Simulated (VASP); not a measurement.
GeBr:

```
Ge Br
1.0
     4.82680    0.00000    0.00000
    -2.41340    4.18013    0.00000
     0.00000    0.00000    5.56466
Ge Br
2 2
Direct
  0.00000 0.00000 0.00000
  0.00000 0.00000 0.50000
  0.33333 0.66667 0.75000
  0.66667 0.33333 0.25000
```

The cell was built by a generator and needn't be a form met in nature.

| Property | Result |
| --- | --- |
| Program | VASP 6.6.1 |
| Task | relaxation of cell and atoms |
| Functional | BLYP |
| Dispersion | D3(BJ) |
| Potentials or basis | VASP PAW PBE potentials, release 64 (Ge_d, Br) |
| Cutoff | 600 eV |
| k mesh | 5 × 5 × 4 |
| Occupations | fermi-dirac, width 0.05 eV |
| Spin | no spin polarisation |

At the start: pressure 5.9 GPa; volume 28.07 Å³/atom.

Where does the relaxation end?

Over 13 steps the energy falls by 17.2 meV/atom and the volume is 29.11 Å³/atom (+3.7 %); space group P6_3/mmc (No. 194, to 0.05 Å).

Step by step:
| step | energy change (eV) | largest force (eV/Å) | pressure (GPa) | volume (Å³) |
| --- | --- | --- | --- | --- |
| 1 | 0.0000 | 0.0000 | 5.89 | 112.28 |
| 2 | -0.0206 | 0.0000 | -3.18 | 129.90 |
| 3 | -0.0307 | 0.0000 | -0.67 | 120.41 |
| 4 | -0.0357 | 0.0000 | -1.06 | 119.50 |
| 5 | -0.0575 | 0.0000 | -0.13 | 115.85 |
| 6 | -0.0572 | 0.0000 | 0.35 | 115.40 |
| 7 | -0.0575 | 0.0000 | 0.01 | 115.72 |
| 8 | -0.0642 | 0.0000 | 0.02 | 115.96 |
| 9 | -0.0685 | 0.0001 | 0.06 | 116.26 |
| 10 | -0.0688 | 0.0001 | 0.07 | 116.36 |
| 11 | -0.0688 | 0.0001 | 0.07 | 116.35 |
| 12 | -0.0688 | 0.0001 | -0.16 | 116.59 |
| 13 | -0.0689 | 0.0001 | -0.02 | 116.43 |

Final structure:
```
CELL_PARAMETERS angstrom
4.93395 0.00001 0.00000
-2.46697 4.27293 0.00000
0.00000 0.00000 5.52266
ATOMIC_POSITIONS crystal
Ge 0.00000 0.00000 0.00000
Ge 0.00000 0.00000 0.50000
Br 0.33333 0.66667 0.75000
Br 0.66667 0.33333 0.25000
```

Caveat: the PAW data sets were made with another functional, which shifts forces and pressure a little; pairwise dispersion overbinds metals, which lowers pressure and volume.
